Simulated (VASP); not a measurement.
# BN (P6_3/mmc) in VASP: G0W0 quasiparticle levels with PBE

Aim: the G0W0 quasiparticle levels of BN with PBE.

Everything below comes from runs of VASP 6.6.1. Logs are shortened: lines on timing, memory, paths and dates and some standing lists are left out, and cuts for length are marked.

## 1. Starting point

It takes space group P6_3/mmc (No. 194, hexagonal). Conventional cell: a = 2.498 Å, b = 2.498 Å, c = 6.636 Å, α = 90.00°, β = 90.00°, γ = 120.00°. Around N (site symmetry -6m2) lie 3 B at 1.44 Å. B (site symmetry -6m2) is surrounded by 3 N at 1.44 Å.

## 2. G0W0 quasiparticle levels, PBE

File POSCAR:

```
BN
1.0
    2.4982400000      0.0000000000      0.0000000000
   -1.2491200000      2.1635393048      0.0000000000
    0.0000000000      0.0000000000      6.6357000000
N B
2 2
Direct
    0.6666666667      0.3333333333      0.2500000000
    0.3333333333      0.6666666667      0.7500000000
    0.6666666667      0.3333333333      0.7500000000
    0.3333333333      0.6666666667      0.2500000000
```

File INCAR.step1:

```
SYSTEM = BN
ALGO     = Normal         ! electronic algorithm
EDIFF    = 1E-8           ! SCF threshold, eV
ENCUT    = 450            ! plane-wave cutoff, eV
GGA      = PE             ! functional
ISMEAR   = 0              ! smearing method
LASPH    = .True.         ! aspherical terms in the spheres
LCHARG   = .False.        ! write CHGCAR
LREAL    = .False.        ! projectors in reciprocal space
LWAVE    = .True.         ! write WAVECAR
NELM     = 100            ! most SCF steps
PREC     = Accurate       ! precision mode
SIGMA    = 0.01           ! smearing width, eV
```

File INCAR.step2:

```
SYSTEM = BN
ALGO     = Exact          ! electronic algorithm
EDIFF    = 1E-8           ! SCF threshold, eV
ENCUT    = 450            ! plane-wave cutoff, eV
GGA      = PE             ! functional
ISMEAR   = 0              ! smearing method
ISTART   = 1            
LASPH    = .True.         ! aspherical terms in the spheres
LCHARG   = .False.        ! write CHGCAR
LOPTICS  = .True.         ! frequency-dependent dielectric function
LREAL    = .False.        ! projectors in reciprocal space
LWAVE    = .True.         ! write WAVECAR
NBANDS   = 115            ! bands
NELM     = 1              ! most SCF steps
PREC     = Accurate       ! precision mode
SIGMA    = 0.01           ! smearing width, eV
```

File INCAR.step3:

```
SYSTEM = BN
ALGO     = EVGW0          ! electronic algorithm
EDIFF    = 1E-8           ! SCF threshold, eV
ENCUT    = 450            ! plane-wave cutoff, eV
ENCUTGW  = 120            ! cutoff of the response function
GGA      = PE             ! functional
ISMEAR   = 0              ! smearing method
ISTART   = 1            
LASPH    = .True.         ! aspherical terms in the spheres
LCHARG   = .False.        ! write CHGCAR
LREAL    = .False.        ! projectors in reciprocal space
LWAVE    = .False.        ! write WAVECAR
NBANDS   = 115            ! bands
NBANDSGW = 16           
NELMGW   = 1            
NOMEGA   = 50             ! frequency points
PREC     = Accurate       ! precision mode
PRECFOCK = Fast         
SIGMA    = 0.01           ! smearing width, eV
```

File KPOINTS:

```
k-points
0
Gamma
  8 8 4
  0 0 0
```

Potentials or basis: VASP PAW PBE potentials, release 64 (N_GW, B_GW).

Command:

```
> cat potpaw_PBE.64/N_GW/POTCAR potpaw_PBE.64/B_GW/POTCAR > POTCAR
> cp INCAR.step1 INCAR
> mpirun -np 1 vasp_std > vasp.out
> cp INCAR.step2 INCAR
> mpirun -np 1 vasp_std > vasp.out
> cp INCAR.step3 INCAR
> mpirun -np 1 vasp_std > vasp.out
```

OUTCAR:

```text
SYSTEM = BN
   EDIFF = 1E-8
   ENCUT = 450
   ENCUTGW = 120
   GGA = PE
   ISMEAR = 0
   ISTART = 1
   LASPH = .True.
   LREAL = .False.
   NELMGW = 1
   PREC = Accurate
   PRECFOCK = Fast

 ion  position               nearest neighbor table
   1  0.667  0.333  0.250-   4 1.44   4 1.44   4 1.44
   2  0.333  0.667  0.750-   3 1.44   3 1.44   3 1.44
   3  0.667  0.333  0.750-   2 1.44   2 1.44   2 1.44
   4  0.333  0.667  0.250-   1 1.44   1 1.44   1 1.44

  LATTYP: Found a hexagonal cell.
 ALAT       =     2.4982400000
 C/A-ratio  =     2.6561499296

  Lattice vectors:

 A1 = (   2.4982400000,   0.0000000000,   0.0000000000)
 A2 = (  -1.2491200000,   2.1635393048,   0.0000000000)
 A3 = (   0.0000000000,   0.0000000000,   6.6357000000)

Analysis of symmetry for initial positions (statically):
=====================================================================
 Subroutine PRICEL returns:
 Original cell was already a primitive cell.

 Routine SETGRP: Setting up the symmetry group for a
 hexagonal supercell.

 Subroutine GETGRP returns: Found 24 space group operations
 (whereof 12 operations were pure point group operations)
 out of a pool of 24 trial point group operations.

The static configuration has the point symmetry D_3d.
 The point group associated with its full space group is D_6h.

Analysis of symmetry for dynamics (positions and initial velocities):
=====================================================================
 Subroutine PRICEL returns:
 Original cell was already a primitive cell.

 Routine SETGRP: Setting up the symmetry group for a
 hexagonal supercell.

 Subroutine GETGRP returns: Found 24 space group operations
 (whereof 12 operations were pure point group operations)
 out of a pool of 24 trial point group operations.

The dynamic configuration has the point symmetry D_3d.
 The point group associated with its full space group is D_6h.

 Subroutine INISYM returns: Found 24 space group operations
 (whereof 12 operations are pure point group operations),
 and found     1 'primitive' translations

----------------------------------------------------------------------------------------

                                     Primitive cell

  volume of cell :      35.8662

  direct lattice vectors                    reciprocal lattice vectors
     2.498240000  0.000000000  0.000000000     0.400281798  0.231102804  0.000000000
    -1.249120000  2.163539305  0.000000000     0.000000000  0.462205608  0.000000000
     0.000000000  0.000000000  6.635700000     0.000000000  0.000000000  0.150700002

  length of vectors
     2.498240000  2.498240000  6.635700000     0.462205608  0.462205608  0.150700002

  position of ions in fractional coordinates (direct lattice)
     0.666666667  0.333333333  0.250000000
     0.333333333  0.666666667  0.750000000
     0.666666667  0.333333333  0.750000000
     0.333333333  0.666666667  0.250000000

  ion indices of the primitive-cell ions
   primitive index   ion index
                 1           1
                 2           2
                 3           3
                 4           4

----------------------------------------------------------------------------------------

 KPOINTS: k-points

Automatic generation of k-mesh.
 Grid dimensions read from file:
 generate k-points for:    8    8    4

 Generating k-lattice:

  Cartesian coordinates                     Fractional coordinates (reciprocal lattice)
     0.050035225  0.028887851  0.000000000     0.125000000 -0.000000000  0.000000000
     0.000000000  0.057775701  0.000000000     0.000000000  0.125000000  0.000000000
     0.000000000  0.000000000  0.037675000     0.000000000  0.000000000  0.250000000

  Length of vectors
     0.057775701  0.057775701  0.037675000

  Shift w.r.t. Gamma in fractional coordinates (k-lattice)
     0.000000000  0.000000000  0.000000000

 Subroutine IBZKPT returns following result:
 ===========================================

 Found     30 irreducible k-points:

 Following reciprocal coordinates:
            Coordinates               Weight
  0.000000  0.000000  0.000000      1.000000
  0.125000  0.000000  0.000000      6.000000
  0.250000  0.000000  0.000000      6.000000
  0.375000  0.000000  0.000000      6.000000
  0.500000  0.000000  0.000000      3.000000
  0.125000  0.125000  0.000000      6.000000
[... 16 lines left out ...]
  0.250000  0.000000  0.500000      6.000000
  0.375000  0.000000  0.500000      6.000000
 [... further k-points ...]
   k-points           NKPTS =     30   k-points in BZ     NKDIM =    256   number of bands    NBANDS=    115
   number of dos      NEDOS =    301   number of ions     NIONS =      4
   total plane-waves  NPLWV =  15552
   dimension x,y,z NGX =    18 NGY =   18 NGZ =   48
   dimension x,y,z NGXF=    36 NGYF=   36 NGZF=   96
   ions per type =               2   2
   NGX,Y,Z   is equivalent  to a cutoff of  11.98, 11.98, 12.03 a.u.
   NGXF,Y,Z  is equivalent  to a cutoff of  23.96, 23.96, 24.05 a.u.
 SYSTEM =  BN
   PREC   = accura    normal or accurate (medium, high low for compatibility)
   ISTART =      1    job   : 0-new  1-cont  2-samecut
   ICHARG =      0    charge: 1-file 2-atom 10-const
   ISPIN  =      1    spin polarized calculation?
   LNONCOLLINEAR =      F non collinear calculations
   LSORBIT =      F    spin-orbit coupling
   LASPH  =      T    aspherical Exc in radial PAW
   ENCUT  =  450.0 eV  33.07 Ry    5.75 a.u.   4.32  4.32 11.48*2*pi/ulx,y,z
   NELM   =     60;   NELMIN=  2; NELMDL=  0     # of ELM steps
   EDIFF  = 0.1E-07   stopping-criterion for ELM
   LREAL  =      F    real-space projection
   EDIFFG = 0.1E-06   stopping-criterion for IOM
   NSW    =      0    number of steps for IOM
   IBRION =     -1    ionic relax: 0-MD 1-quasi-New 2-CG
   NFREE  =      0    steps in history (QN), initial steepest desc. (CG)
   ISIF   =      0    stress and relaxation
   ISYM   =      3    0-nonsym 1-usesym 2-fastsym
   POTIM  = 0.5000    time-step for ionic-motion
   TEBEG  =    0.0;   TEEND  =   0.0 temperature during run
   PSTRESS=    0.0 pullay stress
   NELECT =      16.0000    total number of electrons
   NUPDOWN=      -1.0000    fix difference up-down
   EMIN   =  10.00;   EMAX   =-10.00  energy-range for DOS
   EFERMI =   0.00;   METHOD = LEGACY
   ISMEAR =     0;   SIGMA  =   0.01  broadening in eV -4-tet -1-fermi 0-gaus
   EFERMI_NEDOS =   21; number of points for ismear=-14 and -15
   IALGO  =     38    algorithm
   IMIX   =      4    mixing-type and parameters
     AMIX     =   0.40;   BMIX     =  1.00
     AMIX_MAG =   1.60;   BMIX_MAG =  1.00
  volume/ion in A,a.u.               =       8.97        60.51
  Fermi-wavevector in a.u.,A,eV,Ry     =   1.250891  2.363842 21.289433  1.564729
  Thomas-Fermi vector in A             =   2.384864
   LORBIT       =      0    0 simple, 1 ext, 2 COOP (PROOUT), +10 PAW based schemes
   GGA     = PE    functional components
   LHFCALC =     T    Hartree Fock is set to
   PRECFOCK=fast      Normal, Fast or Accurate (Low or Medium for compatibility)
   ENCUT4O =  -1.0   cutoff for four orbital integrals eV
   NKREDX  =     1    reduce k-point grid by
   NKREDY  =     1    reduce k-point grid by
   NKREDZ  =     1    reduce k-point grid by
   AEXX    =    1.0000 exact exchange contribution
   HFSCREEN=    0.0000 screening length (either q_TF or 0.3 A-1)
   HFSCREENC=   0.0000 screening length for correlation (either q_TF or 0.3 A-1)
   ENCUTFOCK=  -1.0 apply spherical cutoff to Coloumb kernel
   IVDW    =     0    specifies the selected vdW correction
   LEPSILON=     F    determine dielectric tensor
   LRPA    =     F    only Hartree local field effects (RPA)
   LRPAFORCE           =     F    calculate RPA forces
   ENCUTGW             = 120.0    cutoff for response function in eV
   ENCUTGWSOFT         =  96.0    soft cutoff for Coulomb kernel in GW response function in eV
   ENCUTLF             =  -1.0    cutoff for local field effects
   NELMGW              =     1    number of iterations in solving QP/BSE equation
   NELMHF              =     1    number of iterations in the inner HF iteration
   NKREDLFX            =     1    NKREDLFY  =   1   NKREDLFZ  =   1
 non-spin polarized calculation
 Gauss-broadening in eV      SIGMA  =   0.01
  energy-cutoff  :      450.00
  volume of cell :       35.87
 maximum number of plane-waves:       821
 NGX is ok and might be reduce to    18
  NGX = 10; NGY = 10; NGZ = 28
   NGX =  9   NGY =  9   NGZ = 23
 maximum number of plane-waves:       114
 NGX is ok and might be reduce to    10

 QP shifts <psi_nk| G(iteration)W_0 |psi_nk>: iteration 1
 for sc-GW calculations column KS-energies equals QP-energies in previous step
 and V_xc(KS)=  KS-energies - (<T + V_ion + V_H > + <T+V_H+V_ion>^1  + <V_x>^1)

 k-point   1 :       0.0000    0.0000    0.0000
  band No.  KS-energies  QP-energies   sigma(KS)   V_xc(KS)     V^pw_x(r,r')   Z            occupation Imag(sigma)

      1     -15.4992     -17.2710     -18.4252     -15.9581     -26.6438       0.7182       2.0000       1.2943
      2     -15.2039     -16.9466     -18.7192     -16.2916     -26.9030       0.7179       2.0000       1.2287
      3      -3.9020      -5.2203     -14.1743     -12.3596     -18.2660       0.7264       2.0000       0.3586
      4      -1.7751      -2.9020     -15.9284     -14.4177     -19.5143       0.7460       2.0000       0.1998
      5       1.0232       0.0907     -19.3516     -18.1788     -22.6284       0.7951       2.0000       0.1038
      6       1.0232       0.0907     -19.3516     -18.1788     -22.6284       0.7951       2.0000       0.1038
[... 8 lines left out ...]
     15      14.6946      15.9551     -12.7008     -14.3273      -7.1079       0.7750       0.0000      -0.2403
     16      15.4714      16.9326     -12.9339     -14.8939      -6.0894       0.7455       0.0000      -0.6681

 k-point   2 :       0.1250    0.0000    0.0000
  band No.  KS-energies  QP-energies   sigma(KS)   V_xc(KS)     V^pw_x(r,r')   Z            occupation Imag(sigma)

      1     -15.1929     -16.9749     -18.4888     -16.0346     -26.6198       0.7261       2.0000       1.2715
      2     -14.9086     -16.6640     -18.7727     -16.3592     -26.8728       0.7273       2.0000       1.2097
      3      -3.4813      -4.7866     -14.2477     -12.4586     -18.1853       0.7296       2.0000       0.3219
      4      -1.3960      -2.5036     -15.9975     -14.5210     -19.4563       0.7502       2.0000       0.1854
      5      -0.1696      -1.2270     -19.0197     -17.6726     -22.5176       0.7850       2.0000       0.1201
      6      -0.1370      -1.1851     -19.0306     -17.6967     -22.5128       0.7858       2.0000       0.1193
[... 8 lines left out ...]
     15      15.3847      17.2392     -12.3596     -14.6883      -7.2722       0.7963       0.0000      -0.1516
     16      15.6878      17.0670     -12.8125     -14.5990      -7.1439       0.7720       0.0000      -0.2823
[... 421 lines left out ...]
 k-point  24 :       0.3750    0.0000    0.5000
  band No.  KS-energies  QP-energies   sigma(KS)   V_xc(KS)     V^pw_x(r,r')   Z            occupation Imag(sigma)

      1     -12.9852     -14.7128     -19.1667     -16.8864     -26.7801       0.7576       2.0000       1.0893
      2     -12.9852     -14.7128     -19.1667     -16.8864     -26.7801       0.7576       2.0000       1.0893
      3      -5.3187      -6.7304     -17.8499     -15.9373     -22.6044       0.7381       2.0000       0.2781
      4      -5.3187      -6.7304     -17.8499     -15.9373     -22.6044       0.7381       2.0000       0.2781
      5      -1.4571      -2.5808     -18.7566     -17.3127     -22.5528       0.7782       2.0000       0.1359
      6      -1.4571      -2.5808     -18.7566     -17.3127     -22.5528       0.7782       2.0000       0.1359
[... 8 lines left out ...]
     15      20.1126      21.0295      -9.3059     -10.4536      -3.6230       0.7989       0.0000      -0.4972
     16      20.1126      21.0295      -9.3059     -10.4536      -3.6230       0.7989       0.0000      -0.4972

 [... further k-points ...]
```

Run time: 8.2 min. Hardware: 1 thread of AMD EPYC 9R45 (Zen 5), shared host; peak memory 0.74 GiB.

What came out:

- Band gap on the k mesh, mean-field level: 4.28 eV, indirect (least direct gap 4.70 eV)
- Quasiparticle gap: 5.75 eV
- Least direct quasiparticle gap: 6.26 eV

Caveat: bands, screening cutoff and mesh are small and nothing is extrapolated, so the quasiparticle values aren't converged. A k mesh can miss the band edges.
